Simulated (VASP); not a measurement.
VASP input:

POSCAR:
```
CoSi2
1
    0.0000000000     2.6353015849     2.6353015849
    2.6353015849     0.0000000000     2.6353015849
    2.6353015849     2.6353015849     0.0000000000
Co Si
1 2
Direct
  0.0000000000   0.0000000000   0.0000000000
  0.2500000000   0.2500000000   0.2500000000
  0.7500000000   0.7500000000   0.7500000000
```

File KPOINTS:
```
Automatic mesh
0
Gamma
  10 10 10
0 0 0
```

INCAR:
```
SYSTEM  =  CoSi2
ISMEAR  =  1   ! Methfessel-Paxton
SIGMA  =  0.1   ! width (eV)
LASPH  =  .True.
LMAXMIX  =  4   ! l cut-off of mixed one-centre charges
ALGO  =  Normal
PREC  =  Accurate
ENCUT  =  500
PSTRESS  =  100
LCHARG  =  .False.
NSW  =  40   ! most ionic steps
EDIFFG  =  -0.02
GGA  =  PS   ! PBEsol
LWAVE  =  .False.
NELM  =  100   ! most electronic steps
ISIF  =  3
IBRION  =  2   ! conjugate gradients
EDIFF  =  1E-6   ! SCF stop (eV)
LREAL  =  .False.
```

POTCAR, in this order: Co Si (PBE.64 set). Program: vasp_std.

Q: Write an equivalent input for Ansatz.

A: One equivalent input (not run):
Ansatz 0.2 input:
```yaml
crystal:
  lattice:
    - [0.0000000, 2.6353016, 2.6353016]
    - [2.6353016, 0.0000000, 2.6353016]
    - [2.6353016, 2.6353016, 0.0000000]
  atoms:
    - { symbol: Co, position: [0.0000000, 0.0000000, 0.0000000] }
    - { symbol: Si, position: [0.2500000, 0.2500000, 0.2500000] }
    - { symbol: Si, position: [0.7500000, 0.7500000, 0.7500000] }
kpoints:
  mp_grid: { grid: [10, 10, 10] }
hamiltonian:
  xc: pbesol
  pseudopotentials: { kind: paw }
scf:
  occupations: { method: methfessel_paxton, width: 0.1 }
  max_iter: 100
relax:
  max_steps: 40
  f_tol: 0.02
  cell: { p_target: 10 }
output: { forces: true, stress: true, eigenvalues: true }
```
Limits of the translation: each code has its own PAW files, so the cut-off isn't converted (ENCUT is set for VASP's; basis.ecutwfc is left out, and Ansatz then takes the one that its files recommend); Ansatz stops its SCF on the density residual and VASP on the energy change (EDIFF).

The compound is CoSi2 in the fluorite structure. This run relaxes it under an external pressure of 10 GPa. Symmetry was kept, so distortions that lower it aren't found.
